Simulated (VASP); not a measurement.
GaSb: band structure with HSE06

Crystal: GaSb.

```
Ga Sb
1.0
     0.00000    3.05740    3.05740
     3.05740    0.00000    3.05740
     3.05740    3.05740    0.00000
Ga Sb
1 1
Direct
  0.00000 0.00000 0.00000
  0.25000 0.25000 0.25000
```

```yaml
Program: VASP 6.6.1
Task: band structure
Functional: HSE06
Potentials_or_basis: VASP PAW PBE potentials, release 64 (Ga_d, Sb)
Cutoff: 520 eV
k_mesh: 4 × 4 × 4
Occupations: gaussian, width 0.03 eV
Spin: spin-orbit coupling, no magnetisation
Grid_for_exact_exchange_PRECFOCK: Fast
Screening_parameter: 0.2 1/A
Further_INCAR_settings: ALGO = Normal; EDIFF = 1e-06; NBANDS = 30
```

* Pressure: 0.4 GPa
* Valence electrons inside the program's atomic spheres: Ga 11.60; Sb 2.74

Run time: 9.9 min on 4 MPI ranks on Intel(R) Xeon(R) Platinum 8488C (Sapphire Rapids), on a shared host, peak memory 0.43 GiB a rank.

Caveat: the k mesh is coarse (spacing up to 0.44 Å⁻¹), so the values aren't converged, least of all with exact exchange; the PAW data sets were made with another functional, which shifts forces and pressure a little.
